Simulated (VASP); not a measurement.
Shape and ions are relaxed at each volume.

Energy against volume of Ru (hcp). Method: PBE GGA with D4 dispersion, VASP's PBE PAW potentials (set 64) (plane waves; VASP).

```json
[
 {"V (Å³/atom)": "12.706", "E (eV/atom)": "-9.70246"},
 {"V (Å³/atom)": "13.112", "E (eV/atom)": "-9.74573"},
 {"V (Å³/atom)": "13.517", "E (eV/atom)": "-9.75899"},
 {"V (Å³/atom)": "13.923", "E (eV/atom)": "-9.74708"},
 {"V (Å³/atom)": "14.328", "E (eV/atom)": "-9.71413"}
]
```

Question: Fit a third-order Birch-Murnaghan equation of state.

Answer: 
```json
{
 "volume_per_atom": "13.52 Å³/atom",
 "bulk_modulus": "330 GPa",
 "pressure_derivative_of_the_bulk_modulus": "4.90"
}
```

Measured: bulk modulus 318 GPa at 0 K (computed value off by +4.0 %), as given by Vázquez-Parga, Fernández-Martínez, Viñes, J. Chem. Theory Comput. (2023), doi:10.1021/acs.jctc.3c00612, Supporting … [zero-point energy and finite temperature contributions removed].

The compound is Ru in the hcp structure. It was relaxed first.
